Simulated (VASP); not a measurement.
The system is InP.

```
In P
1.0
     0.00000    2.93050    2.93050
     2.93050    0.00000    2.93050
     2.93050    2.93050    0.00000
In P
1 1
Direct
  0.00000 0.00000 0.00000
  0.25000 0.25000 0.25000
```

| Property | Result |
| --- | --- |
| Program | VASP 6.6.1 |
| Task | relaxation of cell and atoms |
| Functional | PBE |
| Potentials or basis | VASP PAW PBE potentials, release 64 (In_d, P) |
| Cutoff | 520 eV |
| k mesh | 10 × 10 × 10 |
| Occupations | gaussian, width 0.02 eV |
| Spin | no spin polarisation |

At the start: pressure 3.3 GPa; volume 25.17 Å³/atom.

**Question.** How do energy, volume and symmetry change on relaxing?

**Answer.** Over 3 steps the energy falls by 12.4 meV/atom and the volume is 26.43 Å³/atom (+5.0 %); space group F-43m (No. 216, to 0.05 Å).

The path:
```csv
step,energy change (eV),largest force (eV/Å),pressure (GPa),volume (Å³)
1,0.0000,0.0000,3.29,50.33
2,-0.0190,0.0000,-1.39,54.19
3,-0.0248,0.0000,0.00,52.87
```

Final structure:
```xyz
2
Lattice="0.0000 2.9789 2.9789 2.9789 0.0000 2.9789 2.9789 2.9789 0.0000" Properties=species:S:1:pos:R:3 pbc="T T T"
In    0.0000    0.0000    0.0000
P     1.4894    1.4894    1.4894
```
